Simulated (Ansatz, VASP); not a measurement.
# Cross-check of Al3W between VASP and Ansatz

Aim: how closely do two programs agree when they are given the same cell, functional and k mesh? The cell is generated by rule, not measured, and may not be a known phase. The cell is taken from a series of runs on this material, whose earlier steps may have relaxed, scaled, displaced or heated it; both programs get it as it stands.

Program: Ansatz 0.2.0. Level of theory: plane waves, with VASP 6.6.1 beside it; zone-centre phonons at PBEsol. Results are calculated unless marked as measured.

The structure was built from a prototype and need not be the compound's stable phase.

## (1) Set-up

The structure is cubic, space group Pm-3m (No. 221). Conventional cell: a = 3.913 Å, b = 3.913 Å, c = 3.913 Å, α = 90.00°, β = 90.00°, γ = 90.00°. Nearest to W lie 12 Al at 2.77 Å. Nearest to Al lie 4 W at 2.77 Å and 8 Al at 2.77 Å. Farther neighbours are not listed.

Structure file:

```
W Al
1.0
     3.91303    0.00000    0.00000
     0.00000    3.91303    0.00000
     0.00000    0.00000    3.91303
W Al
1 3
Direct
  0.00000 0.00000 0.00000
  0.00000 0.50000 0.50000
  0.50000 0.00000 0.50000
  0.50000 0.50000 0.00000
```

## (2) VASP: zone-centre phonons, PBEsol

Second derivatives magnify differences that forces hide, and they need a tight electronic threshold.

Lines of VASP's logs that name or quote its potential files are left out, and so is its time.

Input file INCAR:

```
SYSTEM = Al3W
PREC = Accurate
ENCUT = 600
EDIFF = 1E-08
NELM = 120
ISMEAR = 0
SIGMA = 0.27211
LREAL = .FALSE.
ALGO = Normal
GGA = PS
NBANDS = 13
LASPH = .TRUE.
LORBIT = 11
LWAVE = .FALSE.
LCHARG = .FALSE.
ISIF = 2
IBRION = 8
GGA_COMPAT = .FALSE.
KPAR = 2
```

Input file POSCAR:

```
Al3W
1.0
    3.9130313154      0.0000000000      0.0000000000
    0.0000000000      3.9130313154      0.0000000000
    0.0000000000      0.0000000000      3.9130313154
W Al
1 3
Direct
    0.0000000000      0.0000000000      0.0000000000
    0.0000000000      0.5000000000      0.5000000000
    0.5000000000      0.0000000000      0.5000000000
    0.5000000000      0.5000000000      0.0000000000
```

Input file KPOINTS:

```
Automatic mesh
0
Gamma
8 8 8
0 0 0
```

PAW data sets: W and Al (PBE family, release 64).

Launch:

```console
$ mpirun -np 2 vasp_std
```

Numbers of over 12 decimals in the logs are rounded to 6 here.

Log:

```text
[banner, memory and clock lines left out]
running    2 mpi-ranks, on    1 nodes
 distrk:  each k-point on    1 cores,    2 groups
 distr:  one band on    1 cores,    1 groups

 POSCAR found type information on POSCAR W Al
 POSCAR found :  2 types and       4 ions
|                                                                             |
|               ----> ADVICE to this user running VASP <----                  |
|                                                                             |
|     You enforced a specific xc type in the INCAR file but a different       |
|     [... a line on the potential file left out ...]
|     I HOPE YOU KNOW WHAT YOU ARE DOING!                                     |
|                                                                             |

 LDA part: xc-table for (Slater+PW92), standard interpolation
 POSCAR, INCAR and KPOINTS ok, starting setup
 FFT: planning ... GRIDC
 FFT: planning ... GRID_SOFT
 FFT: planning ... GRID
 WAVECAR not read
 entering main loop
       N       E                     dE             d eps       ncg     rms          rms(c)
DAV:   1     0.251837041575E+02    0.25184E+02   -0.63202E+03   910   0.105E+03
DAV:   2    -0.239527295353E+02   -0.49136E+02   -0.44779E+02  1162   0.177E+02
DAV:   3    -0.268299522149E+02   -0.28772E+01   -0.26263E+01  1253   0.345E+01
DAV:   4    -0.268920950661E+02   -0.62143E-01   -0.61639E-01  1030   0.542E+00
DAV:   5    -0.268934055298E+02   -0.13105E-02   -0.13096E-02  1203   0.825E-01    0.191E+01
DAV:   6    -0.261507955311E+02    0.74261E+00   -0.36690E+00  1247   0.112E+01    0.668E+00
DAV:   7    -0.259922518008E+02    0.15854E+00   -0.88759E-01  1171   0.571E+00    0.571E+00
DAV:   8    -0.259275471361E+02    0.64705E-01   -0.10872E-01  1153   0.220E+00    0.396E-01
DAV:   9    -0.259268852260E+02    0.66191E-03   -0.37597E-03  1154   0.446E-01    0.182E-01
DAV:  10    -0.259268243438E+02    0.60882E-04   -0.56581E-04  1104   0.138E-01    0.396E-02
DAV:  11    -0.259267949213E+02    0.29423E-04   -0.97784E-05  1144   0.590E-02    0.179E-02
DAV:  12    -0.259267947100E+02    0.21130E-06   -0.35563E-06  1100   0.139E-02    0.210E-03
DAV:  13    -0.259267944878E+02    0.22213E-06   -0.32082E-07  1167   0.369E-03    0.175E-03
DAV:  14    -0.259267944240E+02    0.63798E-07   -0.99493E-09   663   0.684E-04    0.751E-04
DAV:  15    -0.259267944147E+02    0.93794E-08   -0.15399E-08   746   0.701E-04
   1 F= -.25926794E+02 E0= -.25869080E+02  d E =-.115429E+00
 Linear response reoptimize wavefunctions to high precision
DAV:   1    -0.259267944086E+02    0.60370E-08   -0.17430E-09   842   0.454E-04
DAV:   2    -0.259267944086E+02    0.00000E+00   -0.46036E-11   565   0.560E-05
 Linear response DOF=           3
 Linear response progress:
  Degree of freedom:   1/  3
       N       E                     dE             d eps       ncg     rms          rms(c)
RMM:   1    -0.128096708619E+00   -0.12810E+00   -0.10641E-01  3482   0.185E+00
RMM:   2    -0.126527234799E+00    0.15695E-02   -0.18986E-03  3016   0.251E-01    0.142E-01
RMM:   3    -0.126381380927E+00    0.14585E-03   -0.42148E-04  3087   0.948E-02    0.754E-02
RMM:   4    -0.126604474531E+00   -0.22309E-03   -0.17883E-04  3110   0.696E-02    0.185E-02
RMM:   5    -0.126661569214E+00   -0.57095E-04   -0.21218E-05  3010   0.270E-02    0.402E-03
RMM:   6    -0.126665157848E+00   -0.35886E-05   -0.41813E-07  3230   0.325E-03    0.174E-03
RMM:   7    -0.126663988982E+00    0.11689E-05   -0.12473E-07  3165   0.117E-03    0.194E-04
RMM:   8    -0.126662687260E+00    0.13017E-05   -0.10887E-07  3284   0.312E-04    0.995E-05
RMM:   9    -0.126661883873E+00    0.80339E-06   -0.10661E-07  3292   0.168E-04    0.126E-05
RMM:  10    -0.126661853995E+00    0.29878E-07   -0.10386E-07  3422   0.101E-04    0.460E-06
RMM:  11    -0.126661854238E+00   -0.24213E-09   -0.11217E-07  3338   0.914E-05    0.123E-06
RMM:  12    -0.126661854273E+00   -0.35572E-10   -0.10412E-07  2765   0.882E-05    0.204E-07
RMM:  13    -0.126661855082E+00   -0.80929E-09   -0.10564E-07  1524   0.873E-05    0.753E-08
 first order change of Fermi-energy   0.16289E-02
 force on displaced ion       1 direction 1 :  -8.299   0.000   0.000
 Linear response progress:
  Degree of freedom:   2/  3
       N       E                     dE             d eps       ncg     rms          rms(c)
RMM:   1    -0.810075276395E-02   -0.81008E-02    0.20929E-02  4408   0.601E-01
RMM:   2    -0.768616961638E-02    0.41458E-03   -0.31411E-04  3053   0.134E-01    0.486E-02
RMM:   3    -0.765164608165E-02    0.34524E-04   -0.21392E-04  3014   0.638E-02    0.227E-02
RMM:   4    -0.771635253450E-02   -0.64706E-04   -0.56386E-05  3088   0.318E-02    0.811E-03
RMM:   5    -0.773199149149E-02   -0.15639E-04   -0.31019E-06  3085   0.986E-03    0.195E-03
RMM:   6    -0.773535146589E-02   -0.33600E-05   -0.30093E-07  3134   0.265E-03    0.546E-04
RMM:   7    -0.773330952046E-02    0.20419E-05   -0.32975E-08  3127   0.922E-04    0.147E-04
RMM:   8    -0.773274384325E-02    0.56568E-06   -0.48989E-09  3227   0.291E-04    0.754E-05
RMM:   9    -0.773289969335E-02   -0.15585E-06   -0.32877E-09  3245   0.756E-05    0.104E-05
RMM:  10    -0.773291930209E-02   -0.19609E-07   -0.46939E-09  3400   0.271E-05    0.193E-06
RMM:  11    -0.773292080655E-02   -0.15045E-08   -0.23502E-09  3170   0.179E-05    0.116E-06
 first order change of Fermi-energy   0.33916E-03
 force on displaced ion       2 direction 1 :  -7.349  -0.000   0.000
 Linear response progress:
  Degree of freedom:   3/  3
       N       E                     dE             d eps       ncg     rms          rms(c)
RMM:   1    -0.889264068357E-02   -0.88926E-02    0.14454E-02  7588   0.642E-01
RMM:   2    -0.843652898295E-02    0.45611E-03   -0.39138E-04  5083   0.145E-01    0.741E-02
RMM:   3    -0.831009566501E-02    0.12643E-03   -0.46309E-04  4998   0.966E-02    0.313E-02
RMM:   4    -0.839447697051E-02   -0.84381E-04   -0.99015E-05  5138   0.445E-02    0.104E-02
RMM:   5    -0.841924007811E-02   -0.24763E-04   -0.44756E-06  5128   0.116E-02    0.182E-03
RMM:   6    -0.842524036895E-02   -0.60003E-05   -0.50383E-07  5205   0.338E-03    0.665E-04
RMM:   7    -0.842332996066E-02    0.19104E-05   -0.53060E-08  5225   0.114E-03    0.167E-04
RMM:   8    -0.842274408180E-02    0.58588E-06   -0.62807E-09  5430   0.367E-04    0.657E-05
RMM:   9    -0.842289392511E-02   -0.14984E-06   -0.16568E-08  5411   0.104E-04    0.537E-06
RMM:  10    -0.842289212503E-02    0.18001E-08   -0.79004E-09  5678   0.374E-05    0.183E-06
 first order change of Fermi-energy  -0.42339E-03
 force on displaced ion       2 direction 2 :   0.000  -7.421   0.000
 Linear response finished
```

From OUTCAR (step 2):

```text
ion  position               nearest neighbor table
   1  0.000  0.000  0.000-   2 2.77   3 2.77   4 2.77   2 2.77   3 2.77   2 2.77   4 2.77   2 2.77
                             3 2.77   4 2.77   3 2.77   4 2.77
   2  0.000  0.500  0.500-   1 2.77   3 2.77   4 2.77   1 2.77   4 2.77   1 2.77   3 2.77   1 2.77
                             3 2.77   4 2.77   4 2.77   3 2.77
   3  0.500  0.000  0.500-   1 2.77   2 2.77   4 2.77   1 2.77   4 2.77   2 2.77   4 2.77   4 2.77
                             1 2.77   2 2.77   1 2.77   2 2.77
   4  0.500  0.500  0.000-   1 2.77   2 2.77   3 2.77   2 2.77   3 2.77   1 2.77   3 2.77   3 2.77
                             1 2.77   2 2.77   2 2.77   1 2.77

  LATTYP: Found a simple cubic cell.
 ALAT       =     3.9130313154

 Subroutine GETGRP returns: Found 48 space group operations
 (whereof 48 operations were pure point group operations)

The static configuration has the point symmetry O_h .

 Found     35 irreducible k-points:

   k-points           NKPTS =     35   k-points in BZ     NKDIM =     35   number of bands    NBANDS=     13

   dimension x,y,z NGX =    32 NGY =   32 NGZ =   32
   dimension x,y,z NGXF=    64 NGYF=   64 NGZF=   64

   ENCUT  =  600.0 eV  44.10 Ry    6.64 a.u.   7.82  7.82  7.82*2*pi/ulx,y,z

   NELECT =      15.0000    total number of electrons

 k-points in reciprocal lattice and weights: Automatic mesh
   0.00000000  0.00000000  0.00000000       0.002
   0.12500000  0.00000000  0.00000000       0.012
   0.25000000  0.00000000  0.00000000       0.012
   0.37500000  0.00000000  0.00000000       0.012
   0.50000000  0.00000000  0.00000000       0.006
   0.12500000  0.12500000  0.00000000       0.023
   0.25000000  0.12500000  0.00000000       0.047
   0.37500000  0.12500000  0.00000000       0.047
   0.50000000  0.12500000  0.00000000       0.023
[...]
0.50000000  0.50000000  0.37500000       0.012
   0.50000000  0.50000000  0.50000000       0.002

 average (electrostatic) potential at core
       1 -36.3485       2 -71.2871       3 -71.2871       4 -71.2871

  Total       -0.0416971     -0.0416971     -0.0416971      0.0000000      0.0000000      0.0000000
  in kB       -1.1150039     -1.1150039     -1.1150039      0.0000000      0.0000000      0.0000000
  external PRESSURE =      -1.1150039 kB  Pullay stress =       0.0000000 kB

  energy-cutoff  :      600.00
  volume of cell :       59.92
      direct lattice vectors                 reciprocal lattice vectors
     3.913031315  0.000000000  0.000000000     0.255556350  0.000000000  0.000000000
     0.000000000  3.913031315  0.000000000     0.000000000  0.255556350  0.000000000
     0.000000000  0.000000000  3.913031315     0.000000000  0.000000000  0.255556350

 POSITION                                       TOTAL-FORCE (eV/Angst)
 -----------------------------------------------------------------------------------
      0.00000      0.00000      0.00000         0.000000      0.000000      0.000000
      0.00000      1.95652      1.95652         0.000000      0.000000      0.000000
      1.95652      0.00000      1.95652         0.000000      0.000000      0.000000
      1.95652      1.95652      0.00000         0.000000      0.000000      0.000000
 -----------------------------------------------------------------------------------
    total drift:                               -0.000000      0.000000      0.000000

 Eigenvectors and eigenvalues of the dynamical matrix
 ----------------------------------------------------

   1 f  =   10.541141 THz    66.231943 2PiTHz  351.614618 cm-1    43.594637 meV
             X         Y         Z           dx          dy          dz
      0.000000  0.000000  0.000000     0.121711    0.002631   -0.000000
      0.000000  1.956516  1.956516     0.690389   -0.010893    0.000000
      1.956516  0.000000  1.956516    -0.504025    0.014921    0.000000
      1.956516  1.956516  0.000000    -0.504025   -0.010893   -0.000000

   2 f  =   10.541141 THz    66.231943 2PiTHz  351.614618 cm-1    43.594637 meV
             X         Y         Z           dx          dy          dz
      0.000000  0.000000  0.000000    -0.000104    0.004810   -0.121644
      0.000000  1.956516  1.956516    -0.000590   -0.019918    0.503749
      1.956516  0.000000  1.956516     0.000430    0.027282    0.503749
      1.956516  1.956516  0.000000     0.000430   -0.019918   -0.690011

   3 f  =   10.541141 THz    66.231943 2PiTHz  351.614618 cm-1    43.594637 meV
             X         Y         Z           dx          dy          dz
      0.000000  0.000000  0.000000     0.002628   -0.121616   -0.004811
      0.000000  1.956516  1.956516     0.014910    0.503631    0.019922
      1.956516  0.000000  1.956516    -0.010885   -0.689850    0.019922
      1.956516  1.956516  0.000000    -0.010885    0.503631   -0.027288

   4 f  =    8.287455 THz    52.071617 2PiTHz  276.439749 cm-1    34.274145 meV
             X         Y         Z           dx          dy          dz
      0.000000  0.000000  0.000000    -0.000000    0.000000   -0.000000
      0.000000  1.956516  1.956516    -0.000000    0.118801   -0.693686
      1.956516  0.000000  1.956516    -0.068454   -0.000000    0.693686
      1.956516  1.956516  0.000000     0.068454   -0.118801   -0.000000

   5 f  =    8.287455 THz    52.071617 2PiTHz  276.439749 cm-1    34.274145 meV
             X         Y         Z           dx          dy          dz
      0.000000  0.000000  0.000000     0.000000    0.000000    0.000000
      0.000000  1.956516  1.956516     0.000000    0.551227    0.050990
      1.956516  0.000000  1.956516     0.439942   -0.000000   -0.050990
      1.956516  1.956516  0.000000    -0.439942   -0.551227   -0.000000

   6 f  =    8.287455 THz    52.071617 2PiTHz  276.439749 cm-1    34.274145 meV
             X         Y         Z           dx          dy          dz
      0.000000  0.000000  0.000000    -0.000000    0.000000   -0.000000
      0.000000  1.956516  1.956516    -0.000000    0.426655    0.127278
      1.956516  0.000000  1.956516    -0.549332   -0.000000   -0.127278
      1.956516  1.956516  0.000000     0.549332   -0.426655   -0.000000

   7 f  =    5.679094 THz    35.682800 2PiTHz  189.434185 cm-1    23.486835 meV
             X         Y         Z           dx          dy          dz
      0.000000  0.000000  0.000000     0.026406    0.048902    0.536571
      0.000000  1.956516  1.956516    -0.031768   -0.034389   -0.377329
      1.956516  0.000000  1.956516    -0.018569   -0.058834   -0.377329
      1.956516  1.956516  0.000000    -0.018569   -0.034389   -0.645540

   8 f  =    5.679094 THz    35.682800 2PiTHz  189.434185 cm-1    23.486835 meV
             X         Y         Z           dx          dy          dz
      0.000000  0.000000  0.000000    -0.487983   -0.225574    0.044573
      0.000000  1.956516  1.956516     0.587084    0.158629   -0.031345
      1.956516  0.000000  1.956516     0.343161    0.271385   -0.031345
      1.956516  1.956516  0.000000     0.343161    0.158629   -0.053625

   9 f  =    5.679094 THz    35.682800 2PiTHz  189.434185 cm-1    23.486835 meV
             X         Y         Z           dx          dy          dz
      0.000000  0.000000  0.000000    -0.228415    0.487568   -0.033196
      0.000000  1.956516  1.956516     0.274802   -0.342869    0.023344
      1.956516  0.000000  1.956516     0.160627   -0.586584    0.023344
      1.956516  1.956516  0.000000     0.160627   -0.342869    0.039937

  10 f/i=    0.000844 THz     0.005302 2PiTHz    0.028147 cm-1     0.003490 meV
             X         Y         Z           dx          dy          dz
      0.000000  0.000000  0.000000    -0.063641   -0.404266   -0.725741
      0.000000  1.956516  1.956516    -0.024389   -0.154915   -0.278104
      1.956516  0.000000  1.956516    -0.024387   -0.154925   -0.278104
      1.956516  1.956516  0.000000    -0.024387   -0.154915   -0.278121

  11 f/i=    0.000844 THz     0.005302 2PiTHz    0.028147 cm-1     0.003490 meV
             X         Y         Z           dx          dy          dz
      0.000000  0.000000  0.000000     0.091965    0.719966   -0.409114
      0.000000  1.956516  1.956516     0.035243    0.275891   -0.156772
      1.956516  0.000000  1.956516     0.035241    0.275908   -0.156772
      1.956516  1.956516  0.000000     0.035241    0.275891   -0.156782

  12 f/i=    0.000844 THz     0.005302 2PiTHz    0.028147 cm-1     0.003490 meV
             X         Y         Z           dx          dy          dz
      0.000000  0.000000  0.000000    -0.825636    0.111356    0.010371
      0.000000  1.956516  1.956516    -0.316403    0.042672    0.003974
      1.956516  0.000000  1.956516    -0.316383    0.042674    0.003974
      1.956516  1.956516  0.000000    -0.316383    0.042672    0.003974

 ELASTIC MODULI CONTR FROM IONIC RELAXATION (kBar)
 Direction    XX          YY          ZZ          XY          YZ          ZX
 --------------------------------------------------------------------------------
 XX           0.0000      0.0000      0.0000      0.0000      0.0000      0.0000
 YY           0.0000      0.0000      0.0000      0.0000      0.0000      0.0000
 ZZ           0.0000      0.0000      0.0000      0.0000      0.0000      0.0000
 XY           0.0000      0.0000      0.0000      0.0000      0.0000      0.0000
 YZ           0.0000      0.0000      0.0000      0.0000      0.0000      0.0000
 ZX           0.0000      0.0000      0.0000      0.0000      0.0000      0.0000
 --------------------------------------------------------------------------------
```

(Continued in part 2 of 2.)

[Lines on the potential files, build, host, timing and source positions are cut from VASP's logs without a mark.]

[Logs are printed without paths, hosts, clocks, repeated set-up lines and the standing remarks that a program may print on its own settings, such as how far it seeks lower states.]

[Hosts, paths, dates, database ids (printed as entryN), source tags and the programs' standing remarks are cut or masked in the printed files.]
